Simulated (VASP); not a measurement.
VASP input:

### KPOINTS
```
Automatic mesh
0
Gamma
9 9 9
0 0 0
```

File POSCAR:
```
BeS
1
    0.0000000000     2.5061900255     2.5061900255
    2.5061900255     0.0000000000     2.5061900255
    2.5061900255     2.5061900255     0.0000000000
Be S
1 1
Direct
  0.0000000000   0.0000000000   0.0000000000
  0.2500000000   0.2500000000   0.2500000000
```

### INCAR
```
# general
SYSTEM = BeS
PREC   = Accurate
ENCUT  = 520
LREAL  = .FALSE.
LASPH  = .TRUE.

# electronic loop
EDIFF  = 1E-7
NELM   = 100
ALGO   = Normal

# smearing
ISMEAR = 0
SIGMA  = 0.05

# functional
GGA    = RP

# ions
ISIF   = 2

# output
LWAVE  = .FALSE.
LCHARG = .FALSE.
```

POTCAR, in this order: Be S (PBE.64 set). Program: vasp_std.

Problem. Translate this RPBE calculation to Quantum ESPRESSO's pw.x.

Solution. One equivalent input (not run):
```
&CONTROL
  calculation = 'scf'
  pseudo_dir = './pseudo'
  outdir = './out'
  tprnfor = .true.
  tstress = .true.
/
&SYSTEM
  ibrav = 0
  nat = 2
  ntyp = 2
  ecutwfc = 88
  occupations = 'smearing'
  smearing = 'gaussian'
  degauss = 0.003675
  input_dft = 'rpbe'
/
&ELECTRONS
  conv_thr = 7.3e-09
  electron_maxstep = 100
/
ATOMIC_SPECIES
  Be 9.012 Be.upf
  S 32.060 S.upf
CELL_PARAMETERS angstrom
     0.0000000    2.5061900    2.5061900
     2.5061900    0.0000000    2.5061900
     2.5061900    2.5061900    0.0000000
ATOMIC_POSITIONS crystal
  Be   0.0000000  0.0000000  0.0000000
  S    0.2500000  0.2500000  0.2500000
K_POINTS automatic
  9 9 9 0 0 0
```
The two are equivalent in intent, not identical: the potentials are each code's own (VASP's PAW set, PseudoDojo norm-conserving files in pw.x), so ENCUT and ecutwfc are chosen apart and not converted; conv_thr bounds pw.x's estimated SCF error, while EDIFF bounds the energy change between steps.

The compound is BeS in the zinc blende structure. This cell is one point of a volume scan, at 1.06 of the reference volume.
